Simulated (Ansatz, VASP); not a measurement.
Given: the input of a run of Ansatz 0.2.0 on GaGe. The cell comes from a database or a generator and needn't be the stable form of this composition.

Contents of input.yaml:

```yaml
crystal:
  lattice:
    - [0.0, 2.897844, 2.897844]
    - [2.897844, 0.0, 2.897844]
    - [2.897844, 2.897844, 0.0]
  atoms:
    - { symbol: Ge, position: [0.0, 0.0, 0.0] }
    - { symbol: Ga, position: [0.25, 0.25, 0.25] }
hamiltonian:
  xc: pbe
  pseudopotentials: { kind: paw, azcp: { folder: soft_1 } }
kpoints:
  mp_grid: { grid: [8, 8, 8] }
scf:
  occupations: { method: fermi_dirac, width: 0.05 }
output:
  forces: true
  stress: true
  eigenvalues: true
```

Potentials or basis: Ansatz PAW soft_1.

Run with:

```sh
$ ansatz run input.yaml --threads 1 --pin off --max-ram 3584MiB --backend cpu --events-out ev --progress --plain --runs-dir out
```

Question: Translate it to VASP 6.6.1. Potentials or basis there: PBE PAW files Ga_d, Ge_d, 520 eV.

Answer: As run (cutoffs and basis follow the program's own potentials, and thresholds, step limits or extra output files can differ):

INCAR

```
PREC     = Accurate       # precision mode
ENCUT    = 520            # plane-wave cutoff, eV
EDIFF    = 1E-7           # SCF threshold, eV
ISMEAR   = -1             # smearing method
SIGMA    = 0.05           # smearing width, eV
LREAL    = F              # projectors in reciprocal space
LASPH    = T              # aspherical terms in the spheres
NELM     = 60             # most SCF steps
ALGO     = Normal         # electronic algorithm
ISIF     = 2              # what is computed and relaxed
LWAVE    = F              # write WAVECAR
LCHARG   = F              # write CHGCAR
GGA      = PE             # functional
NBANDS   = 20             # bands
```

KPOINTS

```
regular mesh
0
Gamma
  8 8 8
```

Contents of POSCAR:

```
GaGe
1.0
    0.0000000000      2.8978440000      2.8978440000
    2.8978440000      0.0000000000      2.8978440000
    2.8978440000      2.8978440000      0.0000000000
Ge Ga
1 1
Direct
    0.0000000000      0.0000000000      0.0000000000
    0.2500000000      0.2500000000      0.2500000000
```

Potentials or basis: VASP PAW PBE potentials, release 64 (Ge_d, Ga_d).

The run is started by

```sh
$ cat potpaw_PBE.64/Ge_d/POTCAR potpaw_PBE.64/Ga_d/POTCAR > POTCAR
$ mpirun -np 1 vasp_std > vasp.out
```

Both were run:

|  | Ansatz | VASP |
| --- | --- | --- |
| Pressure | 0.2 GPa | 0.3 GPa |

Ansatz's pressure holds a Pulay term of +0.03 GPa for its cutoff of 420 eV, which the other run lacks.

Where Ansatz's input types no cutoff or centring, it takes its own default and a Γ-centred mesh.

Pressure is positive in compression.
